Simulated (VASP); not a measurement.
Here is the system:

```xyz
4
Lattice="3.0662 0.0000 0.0000 -1.5331 2.6554 0.0000 0.0000 0.0000 8.5660" Properties=species:S:1:pos:R:3 pbc="T T T"
W      0.0000     1.7703     0.3246
W      1.5331     0.8851     4.6076
Se     0.0000     1.7703     2.8877
Se     1.5331     0.8851     7.1707
```

Method: PBEsol GGA, VASP's PBE PAW potentials (set 64) (plane waves; VASP). Run with 400 eV cut-off, Gaussian smearing of 0.050 eV, potentials W_sv Se.

Unless said otherwise, spin-orbit coupling is left out, though it shifts the bands of the heavy elements here.

Task: Predict the band gap (along the path) with the smallest direct gap where there is one.

Result: 
```
Item                                                         Result
-------------------------  ----------------------------------------
band gap (along the path)  none (metal, semimetal or under 0.01 eV)
```

Total energies compare only between runs with the same potentials, cut-off and functional.

The structure was generated: WSe was put into the wurtzite type (P6_3mc), which need not be its known phase. It was relaxed first, which changed the volume by -50 %.
